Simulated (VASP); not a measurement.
SrVO3 is modelled in the cubic space group Pm-3m (No. 221), the cubic perovskite structure, Pearson symbol cP5. Conventional cell: a = b = c = 3.8454 Å, α = β = γ = 90.00°. Sr on 1a sees 12 O at 2.719 Å (cuboctahedral). V on 1b has 6 O at 1.923 Å (octahedral). O on 3c is surrounded by 2 V at 1.923 Å and 4 Sr at 2.719 Å (octahedral). (Neighbours: up to the widest gap in distance over summed covalent radii, below 1.35, at either atom; cation-cation and far metal-metal contacts left out.)

These are PBE GGA with D3 dispersion (zero damping), VASP's PBE PAW potentials (set 64) (plane waves; VASP 6.6.1) values and carry that method's errors. Settings: 520 eV cut-off, 8×8×8 Γ-centred mesh, first-order Methfessel-Paxton smearing of 0.10 eV, potentials Sr_sv V_sv O.

Give the energy at these volumes per atom, relative to the lowest: 10.67, 11.01, 11.35, 11.69, 12.03 Å³.

28.1, 7.0, 0.0, 5.0, 20.1 meV/atom. A third-order Birch-Murnaghan fit gives B0 = 186 GPa and B0′ = 4.4.

Measured: a 3.842 Å (computed value off by +0.1 %), as given by Samuel D. Marks et al., Physical Review Materials (2021), arXiv:2103.05797. The calculation is for a static lattice, while the measured a holds thermal and zero-point effects, which are part of the difference.

The compound is SrVO3 in the cubic perovskite structure. It was relaxed first. The run is not spin-polarised, so no magnetic state was tried.
